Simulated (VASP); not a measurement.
# ZrB2 with r2SCAN: from relaxation to properties, part 4 of 5

Wanted: the relaxed cell of ZrB2 and its properties. The start is a cell from a database of measured crystal structures.

VASP 6.6.1, plane waves and PAW; the level of theory is named at each step.

Still holding for the runs below: The k-mesh is coarse for a metal.

So far. Step 5 (Total and projected DOS (r2SCAN)): The finer mesh and the other smearing move the Fermi level by +0.39 eV from the 7×7×6 run, one measure of the sampling error in the zero of the bands above. Of the states within 0.3 eV of the Fermi level, the largest shares in the PAW spheres are Zr d 51 % and B p 14 %. The rest lies in smaller channels or between the spheres. Step 6 (Zone-centre phonons (r2SCAN)): The three acoustic modes lie within 0.1 cm⁻¹ of zero, and all others are real.

## (7) Field gradients at the nuclei (r2SCAN)

Level of this step: r2SCAN; plane waves and PAW (Zr_sv, B) (VASP).

Field gradients probe how far the charge around each nucleus departs from cubic symmetry; LASPH keeps the non-spherical terms inside the spheres.

File INCAR:

```
SYSTEM = ZrB2
PREC = Accurate
ENCUT = 420
EDIFF = 1E-07
NELM = 100
ISMEAR = 0
SIGMA = 0.05
LREAL = .FALSE.
ALGO = Normal
METAGGA = R2SCAN
LASPH = .TRUE.
NBANDS = 15
LORBIT = 11
LWAVE = .FALSE.
LCHARG = .FALSE.
KPAR = 2
LEFG = .TRUE.
```

File POSCAR:

```
ZrB2
1.0
    3.1690453248      0.0000000000      0.0000000000
   -1.5845226624      2.7444737571      0.0000000000
    0.0000000000      0.0000000000      3.5490419465
Zr B
1 2
Direct
    0.0000000000      0.0000000000      0.0000000000
    0.3333333333      0.6666666667      0.5000000000
    0.6666666667      0.3333333333      0.5000000000
```

File KPOINTS:

```
Automatic mesh
0
Gamma
7 7 6
0 0 0
```

The projector-augmented-wave data sets are Zr_sv and B (PBE family, release 64).

Launch:

```console
$ mpirun -np 2 vasp_std
```

The program printed:

```text
[... set-up lines as in an earlier step ...]
 entering main loop
       N       E                     dE             d eps       ncg     rms          rms(c)
DAV:   1     0.725370192026E+02    0.72537E+02   -0.88437E+03   960   0.105E+03
DAV:   2    -0.453725194784E+02   -0.11791E+03   -0.11319E+03  1247   0.291E+02
DAV:   3    -0.493887444301E+02   -0.40162E+01   -0.39998E+01  1520   0.459E+01
DAV:   4    -0.494412617389E+02   -0.52517E-01   -0.52511E-01  1111   0.527E+00
DAV:   5    -0.494423014580E+02   -0.10397E-02   -0.10397E-02  1511   0.528E-01    0.232E+01
DAV:   6    -0.406777340525E+02    0.87646E+01   -0.66429E+00  1306   0.210E+01    0.731E+00
DAV:   7    -0.406083081232E+02    0.69426E-01   -0.74076E-01  1179   0.663E+00    0.183E+00
DAV:   8    -0.406214416246E+02   -0.13134E-01   -0.46952E-02  1196   0.181E+00    0.111E+00
DAV:   9    -0.406272304181E+02   -0.57888E-02   -0.82749E-03  1323   0.893E-01    0.987E-02
DAV:  10    -0.406275726477E+02   -0.34223E-03   -0.40851E-04  1193   0.175E-01    0.525E-02
DAV:  11    -0.406276202008E+02   -0.47553E-04   -0.63952E-05  1170   0.787E-02    0.120E-02
DAV:  12    -0.406276200751E+02    0.12572E-06   -0.15312E-06  1191   0.116E-02    0.247E-03
DAV:  13    -0.406276199370E+02    0.13804E-06   -0.49199E-07  1150   0.616E-03    0.757E-04
DAV:  14    -0.406276201241E+02   -0.18706E-06   -0.50122E-08   543   0.182E-03    0.401E-04
DAV:  15    -0.406276201365E+02   -0.12419E-07   -0.76350E-09   536   0.709E-04
ion   1
     0.0000000    -0.0000000    -0.0000000    -1.2325850     0.0000000    -0.0000000
     0.0000523    -0.0000000    -0.0000000    -1.2325850     0.0000000    -0.0000000
     0.0000720    -0.0000000    -0.0000000    -1.2325850     0.0000000    -0.0000000
     0.0000992    -0.0000000    -0.0000000    -1.2325851     0.0000000    -0.0000000
     0.0001366    -0.0000000    -0.0000000    -1.2325851     0.0000000    -0.0000000

     0.0000000    -0.0000000     0.0000000   -30.3775457     0.0000000    -0.0000003
     0.0000523    -0.0000000     0.0000000   -30.3772210     0.0000000    -0.0000003
     0.0000720    -0.0000000     0.0000000   -30.3771240     0.0000000    -0.0000003
     0.0000992    -0.0000000     0.0000000   -30.3770177     0.0000000    -0.0000003
     0.0001366    -0.0000000     0.0000000   -30.3769304     0.0000000    -0.0000003

ion   2
     0.0000000    -0.0000000     0.0000000    -2.4466162     0.0000000    -0.0000000
     0.0000257    -0.0000000     0.0000000    -2.4466162     0.0000000    -0.0000000
     0.0000354    -0.0000000     0.0000000    -2.4466162     0.0000000    -0.0000000
     0.0000487    -0.0000000     0.0000000    -2.4466162     0.0000000    -0.0000000
     0.0000671    -0.0000000     0.0000000    -2.4466162     0.0000000    -0.0000000

     0.0000000    -0.0000000     0.0000000    -2.9308647     0.0000000    -0.0000000
     0.0000257    -0.0000000     0.0000000    -2.9308646     0.0000000    -0.0000000
     0.0000354    -0.0000000     0.0000000    -2.9308646     0.0000000    -0.0000000
     0.0000487    -0.0000000     0.0000000    -2.9308645     0.0000000    -0.0000000
     0.0000671    -0.0000000     0.0000000    -2.9308644     0.0000000    -0.0000000

ion   3
     0.0000000    -0.0000000    -0.0000000    -2.4466162    -0.0000000    -0.0000000
     0.0000257    -0.0000000    -0.0000000    -2.4466162    -0.0000000    -0.0000000
     0.0000354    -0.0000000    -0.0000000    -2.4466162    -0.0000000    -0.0000000
     0.0000487    -0.0000000    -0.0000000    -2.4466162    -0.0000000    -0.0000000
     0.0000671    -0.0000000    -0.0000000    -2.4466162    -0.0000000    -0.0000000

     0.0000000    -0.0000000    -0.0000000    -2.9308647    -0.0000000    -0.0000000
     0.0000257    -0.0000000    -0.0000000    -2.9308646    -0.0000000    -0.0000000
     0.0000354    -0.0000000    -0.0000000    -2.9308646    -0.0000000    -0.0000000
     0.0000487    -0.0000000    -0.0000000    -2.9308645    -0.0000000    -0.0000000
     0.0000671    -0.0000000    -0.0000000    -2.9308644    -0.0000000    -0.0000000

   1 F= -.40627620E+02 E0= -.40627331E+02  d E =-.578297E-03
```

Elapsed: 23 s, on 2 MPI ranks of Intel Xeon Platinum 8259CL at 2.50GHz (Skylake/Cascade Lake), shared host; peak memory 0.26 GiB; 42 s of CPU time.

From OUTCAR (step 7):

```text
   NELECT =      18.0000    total number of electrons

 E-fermi :  10.3661

 k-point     1 :       0.0000    0.0000    0.0000
  band No.  band energies     occupation
    ...
      5      -3.0281      2.00000
      6       7.8546      2.00000
      7       7.8546      2.00000
      8       7.9148      2.00000
      9       7.9481      2.00000
     10      14.2056      0.00000
     11      14.2056      0.00000
     12      14.9747      0.00000
     13      14.9747      0.00000
     14      15.5729      0.00000
    ...

  Total        0.0007549      0.0007549      0.0040551      0.0000000      0.0000000      0.0000000
  in kB        0.0391854      0.0391854      0.2104815      0.0000000      0.0000000      0.0000000
  external PRESSURE =       0.0962841 kB  Pullay stress =       0.0000000 kB

 POSITION                                       TOTAL-FORCE (eV/Angst)
 -----------------------------------------------------------------------------------
      0.00000      0.00000      0.00000         0.000000     -0.000000      0.000000
     -0.00000      1.82965      1.77452         0.000000      0.000000      0.000000
      1.58452      0.91482      1.77452        -0.000000     -0.000000      0.000000
 -----------------------------------------------------------------------------------
    total drift:                               -0.000000      0.000000      0.000000

  FREE ENERGIE OF THE ION-ELECTRON SYSTEM (eV)
  ---------------------------------------------------
  free  energy   TOTEN  =       -40.6276201365 eV

  energy  without entropy=      -40.6270418399  energy(sigma->0) =      -40.62733099

 Electric field gradients after diagonalization (V/A^2)
 (convention: |V_zz| > |V_xx| > |V_yy|)
----------------------------------------------------------------------
 ion       V_xx      V_yy      V_zz     asymmetry (V_yy - V_xx)/ V_zz
----------------------------------------------------------------------
   1     -19.165   -19.164    38.329       0.000
   2      -1.221    -1.221     2.442       0.000
   3      -1.221    -1.221     2.442       0.000
----------------------------------------------------------------------

[... 9 parts as in an earlier step ...]

[... 8 further parts left out ...]
```

Numbers from this step:

```
SCF cycles           : 15
irreducible k-points : 32
Fermi energy         : 10.37 eV
pressure             : 0.009628 GPa
```

Electric field gradients, by row:

| atom | Vxx (V/Å²) | Vyy (V/Å²) | Vzz (V/Å²) | asymmetry |
| --- | --- | --- | --- | --- |
| Zr1 | -19.16 | -19.16 | 38.33 | 0 |
| B2 | -1.221 | -1.221 | 2.442 | 0 |
| B3 | -1.221 | -1.221 | 2.442 | 0 |

The largest gradient, 38.33 V/Å², sits on Zr1; times the quadrupole moment of a nucleus that has one, it gives the coupling that NMR and NQR see.

## (8) Band structure (r2SCAN + SOC)

This step: r2SCAN, spin-orbit coupling; plane waves and PAW (Zr_sv, B) (VASP 6.6.1).

The mesh alone shows little of the dispersion and can miss band extrema, so KPOINTS_OPT adds a path through the symmetry points after the self-consistent cycle. Spin-orbit coupling needs spinors and the noncollinear program, where each band holds one electron.

File INCAR:

```
SYSTEM = ZrB2
PREC = Accurate
ENCUT = 420
EDIFF = 1E-06
NELM = 100
ISMEAR = 0
SIGMA = 0.05
LREAL = .FALSE.
ALGO = Normal
METAGGA = R2SCAN
LASPH = .TRUE.
LNONCOLLINEAR = .TRUE.
MAGMOM = 0 0 0 0 0 0 0 0 0
NBANDS = 30
GGA_COMPAT = .FALSE.
LSORBIT = .TRUE.
LMAXMIX = 4
LORBIT = 11
LWAVE = .FALSE.
LCHARG = .FALSE.
KPAR = 2
```

POSCAR is that of step 7.

File KPOINTS:

```
Automatic mesh
0
Gamma
6 6 5
0 0 0
```

File KPOINTS_OPT:

```
Line mode
16
Line-mode
Reciprocal
  0.00000000   0.00000000   0.00000000 GAMMA
  0.50000000   0.00000000   0.00000000 M

  0.50000000   0.00000000   0.00000000 M
  0.33333333   0.33333333   0.00000000 K

  0.33333333   0.33333333   0.00000000 K
  0.00000000   0.00000000   0.00000000 GAMMA

  0.00000000   0.00000000   0.00000000 GAMMA
  0.00000000   0.00000000   0.50000000 A

  0.00000000   0.00000000   0.50000000 A
  0.50000000   0.00000000   0.50000000 L

  0.50000000   0.00000000   0.50000000 L
  0.33333333   0.33333333   0.50000000 H

  0.33333333   0.33333333   0.50000000 H
  0.00000000   0.00000000   0.50000000 A

  0.50000000   0.00000000   0.50000000 L
  0.50000000   0.00000000   0.00000000 M

  0.33333333   0.33333333   0.00000000 K
  0.33333333   0.33333333   0.50000000 H
```

Launch:

```console
$ mpirun -np 2 vasp_ncl
```

The program printed:

```text
[... set-up lines as in an earlier step ...]
 entering main loop
       N       E                     dE             d eps       ncg     rms          rms(c)
DAV:   1     0.868682256905E+02    0.86868E+02   -0.84673E+03  1260   0.105E+03
DAV:   2    -0.410329842266E+02   -0.12790E+03   -0.12390E+03  1456   0.313E+02
DAV:   3    -0.493092009670E+02   -0.82762E+01   -0.81967E+01  2308   0.585E+01
DAV:   4    -0.494874669447E+02   -0.17827E+00   -0.17777E+00  1676   0.812E+00
DAV:   5    -0.494901750205E+02   -0.27081E-02   -0.27077E-02  1746   0.900E-01    0.232E+01
DAV:   6    -0.406838168213E+02    0.88064E+01   -0.60753E+00  1660   0.212E+01    0.718E+00
DAV:   7    -0.406299225054E+02    0.53894E-01   -0.61799E-01  1582   0.655E+00    0.208E+00
DAV:   8    -0.406476521119E+02   -0.17730E-01   -0.62986E-02  1674   0.178E+00    0.100E+00
DAV:   9    -0.406525002527E+02   -0.48481E-02   -0.65079E-03  1606   0.807E-01    0.235E-01
DAV:  10    -0.406529098194E+02   -0.40957E-03   -0.39206E-04  1746   0.166E-01    0.112E-01
DAV:  11    -0.406530267263E+02   -0.11691E-03   -0.75281E-05  1450   0.896E-02    0.437E-02
DAV:  12    -0.406530461186E+02   -0.19392E-04   -0.26177E-05  1472   0.515E-02    0.682E-03
DAV:  13    -0.406530453040E+02    0.81465E-06   -0.13616E-06  1428   0.115E-02
   1 F= -.40653045E+02 E0= -.40652454E+02  d E =-.118360E-02  mag=     0.0000     0.0000     0.0000
 Start KPOINTS_OPT (optional k-point list driver)
k-point batch [1-21\144]
       N       E                     dE             ncg
DAV:   1     0.301491797129E+03   -0.66745E+04     1260
DAV:   2    -0.256768308769E+04   -0.28692E+04     1452
DAV:   3    -0.274264144784E+04   -0.17496E+03     2284
DAV:   4    -0.274612404298E+04   -0.34826E+01     1626
DAV:   5    -0.274618512474E+04   -0.61082E-01     1766
DAV:   6    -0.274618570286E+04   -0.57812E-03     1668
DAV:   7    -0.274618571116E+04   -0.82982E-05     1596
DAV:   8    -0.274618571121E+04   -0.53976E-07     1172
[...]
k-point batch [127-144\144]
       N       E                     dE             ncg
DAV:   1     0.176213604737E+04   -0.12208E+05     1080
DAV:   2    -0.577815488946E+03   -0.23400E+04     1256
DAV:   3    -0.700814667104E+03   -0.12300E+03     1880
DAV:   4    -0.703127548901E+03   -0.23129E+01     1434
DAV:   5    -0.703191266172E+03   -0.63717E-01     1544
DAV:   6    -0.703191547717E+03   -0.28154E-03     1398
DAV:   7    -0.703191553671E+03   -0.59536E-05     1470
DAV:   8    -0.703191553754E+03   -0.82914E-07     1006
```

It took 3.7 min on 2 MPI ranks; peak memory 0.43 GiB; 7.4 min of CPU time.

From OUTCAR (step 8):

```text
   k-points           NKPTS =     21   k-points in BZ     NKDIM =     21   number of bands    NBANDS=     30

   NELECT =      18.0000    total number of electrons

 E-fermi :  10.2387

 k-point     1 :       0.0000    0.0000    0.0000
  band No.  band energies     occupation
    ...
     14       7.8676      1.00000
     15       7.9164      1.00000
     16       7.9164      1.00000
     17       7.9487      1.00000
     18       7.9487      1.00000
     19      14.1661      0.00000
     20      14.1661      0.00000
     21      14.2327      0.00000
     22      14.2327      0.00000
     23      14.9391      0.00000
    ...

  Total        0.0982475      0.0982475     -0.0956046      0.0000000      0.0000000     -0.0000000
  in kB        5.0995688      5.0995688     -4.9623867      0.0000000      0.0000000     -0.0000000
  external PRESSURE =       1.7455836 kB  Pullay stress =       0.0000000 kB

 POSITION                                       TOTAL-FORCE (eV/Angst)
 -----------------------------------------------------------------------------------
      0.00000      0.00000      0.00000        -0.000000      0.000000      0.000000
     -0.00000      1.82965      1.77452        -0.000000      0.000000      0.000000
      1.58452      0.91482      1.77452         0.000000     -0.000000     -0.000000
 -----------------------------------------------------------------------------------
    total drift:                               -0.000000      0.000000     -0.000000

  FREE ENERGIE OF THE ION-ELECTRON SYSTEM (eV)
  ---------------------------------------------------
  free  energy   TOTEN  =       -40.6530453040 eV

  energy  without entropy=      -40.6518617050  energy(sigma->0) =      -40.65245350

 Spin-Orbit-Coupling matrix elements
 Ion:    1  E_soc:     -0.1329135
 Ion:    2  E_soc:     -0.0000198
 Ion:    3  E_soc:     -0.0000198

 magnetization (x)
# of ion       s       p       d       tot
------------------------------------------
    1       -0.000   0.000  -0.000  -0.000
    2        0.000   0.000   0.000   0.000
    3        0.000   0.000   0.000   0.000
--------------------------------------------------
tot         -0.000   0.000  -0.000   0.000

 magnetization (y)
# of ion       s       p       d       tot
------------------------------------------
    1        0.000   0.000   0.000   0.000
    2        0.000   0.000   0.000   0.000
    3        0.000   0.000   0.000   0.000
--------------------------------------------------
tot          0.000   0.000   0.000   0.000

 magnetization (z)
# of ion       s       p       d       tot
------------------------------------------
    1        0.000  -0.000   0.000   0.000
    2        0.000   0.000   0.000   0.000
    3        0.000   0.000   0.000   0.000
--------------------------------------------------
tot          0.000  -0.000   0.000   0.000

[... 6 parts as in an earlier step ...]

[... 10 further parts left out ...]
```

Numbers from this step:

* SCF cycles: 13
* bands: 30
* irreducible k-points: 21
* free energy (TOTEN): -40.65 eV
* energy at zero smearing: -40.65 eV
* Fermi energy: 10.24 eV
* pressure: 0.1746 GPa

On-site spin-orbit energy by atom:

| atom | on-site spin-orbit energy (eV) |
| --- | --- |
| Zr1 | -0.133 |
| B2 | 0.000 |
| B3 | 0.000 |

Electronic bands along the path, in eV, zero at the Fermi level; # counts the bands kept in this run, so #1 is VASP's band 9:

| point | #5 | #6 | #7 | #8 | #9 | #10 | #11 | #12 |
| --- | --- | --- | --- | --- | --- | --- | --- | --- |
| Γ | -2.37 | -2.37 | -2.32 | -2.32 | -2.29 | -2.29 | 3.93 | 3.93 |
| 0.53 of the way | -3.26 | -3.26 | -2.60 | -2.60 | -1.73 | -1.73 | 2.66 | 2.66 |
| M | -3.79 | -3.79 | -2.94 | -2.94 | -2.42 | -2.42 | 2.63 | 2.63 |
| 0.53 of the way | -5.20 | -5.20 | -3.35 | -3.35 | -0.41 | -0.41 | -0.21 | -0.21 |
| K | -6.91 | -6.91 | -2.27 | -2.27 | -2.25 | -2.25 | 1.94 | 1.94 |
| 0.47 of the way | -3.91 | -3.91 | -3.30 | -3.30 | -0.58 | -0.58 | 1.51 | 1.51 |
| Γ | -2.37 | -2.37 | -2.32 | -2.32 | -2.29 | -2.29 | 3.93 | 3.93 |
| 0.53 of the way | -1.73 | -1.73 | -1.70 | -1.70 | 0.61 | 0.61 | 1.62 | 1.62 |
| A | -0.68 | -0.68 | -0.68 | -0.68 | 0.74 | 0.74 | 0.78 | 0.78 |
| 0.53 of the way | -4.99 | -4.99 | -3.51 | -3.51 | -1.47 | -1.47 | 3.17 | 3.17 |
| L | -4.51 | -4.51 | -4.00 | -4.00 | -1.91 | -1.91 | 4.25 | 4.25 |
| 0.47 of the way | -4.74 | -4.74 | -3.48 | -3.48 | -2.12 | -2.12 | 4.38 | 4.38 |
| H | -4.94 | -4.94 | -2.60 | -2.60 | -2.49 | -2.49 | 4.61 | 4.61 |
| 0.47 of the way | -4.67 | -4.67 | -4.02 | -4.02 | -1.87 | -1.87 | 3.18 | 3.18 |
| A | -0.68 | -0.68 | -0.68 | -0.68 | 0.74 | 0.74 | 0.78 | 0.78 |
| jump to L | -4.51 | -4.51 | -4.00 | -4.00 | -1.91 | -1.91 | 4.25 | 4.25 |
| 0.47 of the way | -3.92 | -3.92 | -2.90 | -2.90 | -2.66 | -2.66 | 2.00 | 2.00 |
| M | -3.79 | -3.79 | -2.94 | -2.94 | -2.42 | -2.42 | 2.63 | 2.63 |
| jump to K | -6.91 | -6.91 | -2.27 | -2.27 | -2.25 | -2.25 | 1.94 | 1.94 |
| 0.47 of the way | -6.11 | -6.11 | -2.50 | -2.50 | -2.42 | -2.42 | 3.68 | 3.68 |
| H | -4.94 | -4.94 | -2.60 | -2.60 | -2.49 | -2.49 | 4.61 | 4.61 |

Of the projections kept (Zr, B), the largest for each band there, as a share of the weight inside these atoms' spheres; weight between the spheres isn't counted:

| point | #5 | #6 | #7 | #8 | #9 | #10 | #11 | #12 |
| --- | --- | --- | --- | --- | --- | --- | --- | --- |
| Γ | B 0.62 | B 0.62 | Zr 0.98 | Zr 0.98 | B 0.85 | B 0.85 | Zr 1.00 | Zr 1.00 |
| M | Zr 0.57 | Zr 0.57 | B 0.96 | B 0.96 | Zr 0.87 | Zr 0.87 | B 0.94 | B 0.94 |
| K | B 0.72 | B 0.72 | Zr 0.60 | Zr 0.60 | Zr 0.59 | Zr 0.59 | Zr 0.81 | Zr 0.81 |
| Γ | B 0.62 | B 0.62 | Zr 0.98 | Zr 0.98 | B 0.85 | B 0.85 | Zr 1.00 | Zr 1.00 |
| A | B 1.00 | B 1.00 | B 1.00 | B 1.00 | Zr 0.79 | Zr 0.79 | Zr 0.79 | Zr 0.79 |
| L | B 0.71 | B 0.71 | Zr 0.73 | Zr 0.73 | B 0.72 | B 0.72 | Zr 0.96 | Zr 0.96 |

There is no gap at this level.

Of the bands kept, 4 cross the Fermi level on this path (spinor bands, one electron each).

(Continued in part 5 of 5.)

[Lines on the potential files, build, host, timing and source positions are cut from VASP's logs without a mark.]

[Logs are printed without paths, hosts, clocks, repeated set-up lines and the standing remarks that a program may print on its own settings, such as how far it seeks lower states.]

[Hosts, paths, dates, database ids (printed as entryN), source tags and the programs' standing remarks are cut or masked in the printed files.]

[A measured line is paired with the nearest computed mode of its activity, which favours agreement.]

[In band tables of VASP the shares of atoms and orbitals are scaled to a sum of 1 inside the atoms' spheres.]
